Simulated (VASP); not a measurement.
VASP input:

### INCAR
```
! general
SYSTEM  = BN
PREC    = Accurate
ENCUT   = 600
LREAL   = .False.
LASPH   = .True.

! electronic loop
EDIFF   = 1E-7
NELM    = 100
ALGO    = Normal

! smearing
ISMEAR  = 0
SIGMA   = 0.05

! functional
GGA     = PE

! ions
IBRION  = 2
NSW     = 40
ISIF    = 3
EDIFFG  = -0.01
PSTRESS = 10

! output
LWAVE   = .False.
LCHARG  = .False.
```

### KPOINTS
```
Automatic mesh
0
Gamma
10 10 4
0 0 0
```

**POSCAR**
```
BN
1.0
  1.2547967938  -2.1733722617   0.0000000000
  1.2547967938   2.1733722617   0.0000000000
  0.0000000000   0.0000000000   7.1012225779
B N
2 2
Cartesian
  1.2547967938   0.7244588695   1.7753056445
  1.2547967938  -0.7244588695   5.3259169334
  1.2547967938  -0.7244588695   1.7753056445
  1.2547967938   0.7244588695   5.3259169334
```

POTCAR, in this order: B N (PBE.64 set). Program: vasp_std.

Problem. Write an equivalent input for Quantum ESPRESSO's pw.x.

Solution. One equivalent input (not run):
```
&CONTROL
  calculation = 'vc-relax'
  pseudo_dir = './pseudo'
  outdir = './out'
  tprnfor = .true.
  tstress = .true.
  nstep = 40
  forc_conv_thr = 0.00039
/
&SYSTEM
  ibrav = 0
  nat = 4
  ntyp = 2
  ecutwfc = 84
  occupations = 'smearing'
  smearing = 'gaussian'
  degauss = 0.003675
  input_dft = 'pbe'
/
&ELECTRONS
  conv_thr = 7.3e-09
  electron_maxstep = 100
/
&IONS
/
&CELL
  press = 10
/
ATOMIC_SPECIES
  B 10.810 B.upf
  N 14.007 N.upf
CELL_PARAMETERS angstrom
     1.2547968   -2.1733723   -0.0000000
     1.2547968    2.1733723   -0.0000000
     0.0000000   -0.0000000    7.1012226
ATOMIC_POSITIONS crystal
  B    0.3333330  0.6666670  0.2500000
  B    0.6666670  0.3333330  0.7500000
  N    0.6666670  0.3333330  0.2500000
  N    0.3333330  0.6666670  0.7500000
K_POINTS automatic
  10 10 4 0 0 0
```
What does not carry over: the potentials are each code's own (VASP's PAW set, PseudoDojo norm-conserving files in pw.x), so ENCUT and ecutwfc are chosen apart and not converted; conv_thr bounds pw.x's estimated SCF error, while EDIFF bounds the energy change between steps; forc_conv_thr acts on force components and is met together with etot_conv_thr.

The compound is BN in the hex structure. It was relaxed first under an external pressure of 1 GPa.
